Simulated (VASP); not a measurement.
```
CELL_PARAMETERS angstrom
      0.00000     2.78134     2.78134
      2.78134     0.00000     2.78134
      2.78134     2.78134     0.00000
ATOMIC_POSITIONS crystal
  Ge 0.00000 0.00000 0.00000
  Ge 0.25000 0.25000 0.25000
```

Computed with r2SCAN meta-GGA, VASP's PBE PAW potentials (set 64) (plane waves; VASP). Numerical set-up: 500 eV cut-off, 8×8×8 Γ-centred mesh, Gaussian smearing of 0.050 eV, potentials Ge_d.

Question: Estimate the energy per atom (σ→0), pressure, band gap (on the k-mesh) with the smallest direct gap where there is one.

Answer: 
| Quantity | Result |
|---|---|
| band gap (on the k-mesh) | 0.62 eV |
| smallest direct gap (on the k-mesh) | 0.90 eV |
| energy per atom (σ→0) | -13.848 eV/atom |
| pressure | 5.05 GPa |

Only differences to runs with the same potentials and settings are physical.

The compound is Ge in the diamond structure. It was relaxed first under an external pressure of 5 GPa.
